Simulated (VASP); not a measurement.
Input:

```xyz
2
Lattice="0.0000 2.6048 2.6048 2.6048 0.0000 2.6048 2.6048 2.6048 0.0000" Properties=species:S:1:pos:R:3 pbc="T T T"
Pt     0.0000     0.0000     0.0000
Se     2.6048     2.6048     2.6048
```

All values below come from PBEsol GGA, VASP's PBE PAW potentials (set 64) (plane waves; VASP 6.6.1). Run with 400 eV cut-off, Gaussian smearing of 0.050 eV, potentials Pt Se.

Unless said otherwise, spin-orbit coupling is left out, though it shifts the bands of the heavy elements here.

**Question.** Estimate the band gap (along the path) with the smallest direct gap where there is one.

**Answer.** 
The band gap (along the path) is none (metal, semimetal or under 0.01 eV).

Only differences to runs with the same potentials and settings are physical.

The structure was generated: PtSe was put into the rock salt type (Fm-3m), which need not be its known phase. It was relaxed first, which changed the volume by -16 %.
